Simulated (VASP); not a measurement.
Consider the following.

```
Ta
1.0
   -1.65000     1.65000     1.65000
    1.65000    -1.65000     1.65000
    1.65000     1.65000    -1.65000
Ta
1
Direct
  0.00000   0.00000   0.00000
```

The numbers are results of TPSS meta-GGA, VASP's PBE PAW potentials (set 64) (plane waves; VASP 6.6.1), not measurements. Numerical set-up: 520 eV cut-off, 17×17×17 Γ-centred mesh, tetrahedra with Blöchl corrections, potentials Ta_pv.

Question: Give the energies of bands 4 to 8 at the high-symmetry points, in eV from the Fermi level.

Answer: 
```json
[
 {"band": "4", "Γ": "-7.88", "H": "-3.83", "N": "-4.37", "P": "-1.23"},
 {"band": "5", "Γ": "0.77", "H": "-3.83", "N": "-1.53", "P": "-1.23"},
 {"band": "6", "Γ": "0.77", "H": "6.91", "N": "1.58", "P": "-1.23"},
 {"band": "7", "Γ": "0.77", "H": "6.91", "N": "3.96", "P": "5.17"},
 {"band": "8", "Γ": "4.06", "H": "6.91", "N": "4.99", "P": "5.17"}
]
```

It has no gap at this level: it comes out as a metal or semimetal.

The compound is Ta in the bcc structure. The cell was not relaxed at this level.
